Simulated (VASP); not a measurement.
Consider the following.

```
FeNi3
1.0
    3.54698     0.00000     0.00000
    0.00000     3.54698     0.00000
    0.00000     0.00000     3.54698
Fe Ni
1 3
Cartesian
  0.00000   0.00000   0.00000
  0.00000   1.77349   1.77349
  1.77349   0.00000   1.77349
  1.77349   1.77349   0.00000
```
Starting moments (μB, in the order of the record's atoms Fe Ni Ni Ni): 2.8 0.6 0.6 0.6.

Method: optB86b-vdW, VASP's PBE PAW potentials (set 64) (plane waves; VASP). Numerical set-up: 520 eV cut-off, 9×9×9 Γ-centred mesh, first-order Methfessel-Paxton smearing of 0.10 eV, potentials Fe Ni.

**Question.** What does the run give for the cell moment, energy per atom (σ→0), pressure, band gap (on the k-mesh) with the smallest direct gap where there is one?

**Answer.** 
```yaml
band gap (on the k-mesh): none (metal, semimetal or under 0.01 eV)
cell_moment: 4.58 μB
energy per atom (σ→0): -3.726 eV/atom
pressure: -58.8 kbar
```

**Question.** Give the moment on each site (PAW-sphere projection).

**Answer.** 
| site | moment (μB) |
|---|---|
| Fe1 | 2.85 |
| Ni2 | 0.58 |
| Ni3 | 0.58 |
| Ni4 | 0.58 |

The compound is Ni3Fe in the L1_2 structure. This cell is one point of a volume scan, at 1.03 of the reference volume.
